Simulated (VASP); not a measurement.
Given:

```
SrTe
1.0
    0.00000     3.30661     3.30661
    3.30661     0.00000     3.30661
    3.30661     3.30661     0.00000
Sr Te
1 1
Cartesian
  0.00000   0.00000   0.00000
  3.30661   3.30661   3.30661
```

Calculation: optB88-vdW, VASP's PBE PAW potentials (set 64) (plane waves; VASP). Numerical set-up: 520 eV cut-off, 7×7×7 Γ-centred mesh, Gaussian smearing of 0.050 eV, potentials Sr_sv Te.

**Question.** Give the stress tensor in GPa (positive for a compressed cell).

**Answer.** 
```
1.14  0.00  0.00
0.00  1.14  0.00
0.00  0.00  1.14
```
The pressure is its mean diagonal, 1.14 GPa.

The compound is SrTe in the rock salt structure. This cell is one point of a volume scan, at 0.97 of the reference volume.
